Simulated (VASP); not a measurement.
Computed with rev-vdW-DF2, VASP's PBE PAW potentials (set 64) (plane waves; VASP).

Input for VASP

**INCAR**
```
AGGAC=0.0
ALGO=Normal
EDIFF=1E-7
ENCUT=520
GGA=MK
ICHARG=11
ISMEAR=0
LASPH=.True.
LCHARG=.False.
LMAXMIX=4
LORBIT=11
LREAL=.False.
LUSE_VDW=.True.
LWAVE=.False.
NELM=100
PARAM1=0.1234568
PARAM2=0.7114
PREC=Accurate
SIGMA=0.05
SYSTEM=BaTiO3
ZAB_VDW=-1.8867
```

KPOINTS:
```
k-points along high-symmetry lines
15
Line-mode
Reciprocal
  0.000000   0.000000   0.000000 ! GAMMA
  0.000000   0.500000   0.000000 ! X

  0.000000   0.500000   0.000000 ! X
  0.500000   0.500000   0.000000 ! M

  0.500000   0.500000   0.000000 ! M
  0.000000   0.000000   0.000000 ! GAMMA

  0.000000   0.000000   0.000000 ! GAMMA
  0.500000   0.500000   0.500000 ! R

  0.500000   0.500000   0.500000 ! R
  0.000000   0.500000   0.000000 ! X

  0.500000   0.500000   0.500000 ! R
  0.500000   0.500000   0.000000 ! M
```

**POSCAR**
```
BaTiO3
1
    4.0090653473     0.0000000000    -0.0000000000
    0.0000000000     4.0090653473    -0.0000000000
    0.0000000000    -0.0000000000     4.0090653473
Ba Ti O
1 1 3
Direct
  0.0000000000   0.0000000000   0.0000000000
  0.5000000000   0.5000000000   0.5000000000
  0.5000000000   0.0000000000   0.5000000000
  0.0000000000   0.5000000000   0.5000000000
  0.5000000000   0.5000000000   0.0000000000
```

POTCAR, in this order: Ba_sv Ti_sv O (PBE.64 set). Program: vasp_std. Read from the step before: CHGCAR.

Output of the run:

OSZICAR:
```
       N       E                     dE             d eps       ncg     rms          rms(c)
DAV:   1     0.430073760077E+03    0.43007E+03   -0.21914E+04  4320   0.184E+03
DAV:   2     0.182783806752E+02   -0.41180E+03   -0.40426E+03  4944   0.484E+02
DAV:   3    -0.287004756956E+02   -0.46979E+02   -0.45205E+02  7184   0.141E+02
DAV:   4    -0.306997592551E+02   -0.19993E+01   -0.19983E+01  5320   0.278E+01
DAV:   5    -0.307961574423E+02   -0.96398E-01   -0.96397E-01  6184   0.443E+00
DAV:   6    -0.307971004529E+02   -0.94301E-03   -0.94301E-03  5424   0.487E-01
DAV:   7    -0.307971205656E+02   -0.20113E-04   -0.20113E-04  6336   0.646E-02
DAV:   8    -0.307971208564E+02   -0.29080E-06   -0.29081E-06  5480   0.671E-03
DAV:   9    -0.307971208628E+02   -0.64024E-08   -0.63651E-08  4144   0.926E-04
   1 F= -.30797121E+02 E0= -.30797121E+02  d E =-.161154E-11
```

**OUTCAR**
```
 val. band max:        3.6534416328   @ k =   0.5000   0.5000   0.5000

 cond. band min:       5.3734506252   @ k =   0.0000   0.0000   0.0000



 k-point     1 :       0.0000    0.0000    0.0000
  band No.  band energies     occupation
      1     -52.8174      2.00000
      2     -29.1458      2.00000
      3     -29.1458      2.00000
      4     -29.1458      2.00000
      5     -21.1299      2.00000
      6     -13.1134      2.00000
      7     -12.4305      2.00000
      8     -12.4305      2.00000
      9      -6.2945      2.00000
     10      -6.2945      2.00000
     11      -6.2945      2.00000
     12       1.3616      2.00000
     13       1.3616      2.00000
     14       1.3616      2.00000
     15       2.5674      2.00000
     16       2.5674      2.00000
     17       2.5674      2.00000
     18       3.5066      2.00000
     19       3.5066      2.00000
     20       3.5066      2.00000
     21       5.3735      0.00000
     22       5.3735      0.00000
     23       5.3735      0.00000
     24       7.5153      0.00000

 k-point     2 :       0.0000    0.0357    0.0000
  band No.  band energies     occupation
      1     -52.8174      2.00000
      2     -29.1465      2.00000
      3     -29.1458      2.00000
      4     -29.1458      2.00000
      5     -21.1285      2.00000
      6     -13.1135      2.00000
      7     -12.4303      2.00000
      8     -12.4301      2.00000
      9      -6.2925      2.00000
     10      -6.2925      2.00000
     11      -6.2891      2.00000
     12       1.3397      2.00000
     13       1.3583      2.00000
     14       1.3583      2.00000
     15       2.5507      2.00000
     16       2.5507      2.00000
     17       2.5548      2.00000
     18       3.4692      2.00000
     19       3.4956      2.00000
     20       3.4956      2.00000
     21       5.3753      0.00000
     22       5.4027      0.00000
     23       5.4027      0.00000
     24       7.5154      0.00000

...
```

The density is held fixed in this step, so its total energy and stress have no physical meaning. Unless said otherwise, spin-orbit coupling is left out, though it shifts the bands of the heavy elements here.

The compound is BaTiO3 in the cubic perovskite structure, the ideal cubic form; the compound distorts at low or room temperature. It was relaxed first.
